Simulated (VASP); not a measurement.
```xyz
1
Lattice="-2.0250 2.0250 2.0250 2.0250 -2.0250 2.0250 2.0250 2.0250 -2.0250" Properties=species:S:1:pos:R:3 pbc="T T T"
Na     0.0000     0.0000     0.0000
```

Method: LDA (Ceperley-Alder, Perdew-Zunger), VASP's LDA PAW potentials (set 64) (plane waves; VASP 6.6.1). Run with 520 eV cut-off, Gaussian smearing of 0.050 eV, potentials Na_pv.

Question: Give the energies of bands 4 to 6 at the high-symmetry points, in eV from the Fermi level.

Answer: 
| band | Γ | H | N | P |
|---|---|---|---|---|
| 4 | -3.56 | 4.72 | 0.77 | 2.84 |
| 5 | 12.31 | 4.72 | 1.26 | 2.84 |
| 6 | 12.31 | 5.19 | 8.61 | 2.84 |

It has no gap at this level: it comes out as a metal or semimetal.

The compound is Na in the bcc structure. It was relaxed first, which changed the volume by -14 %.
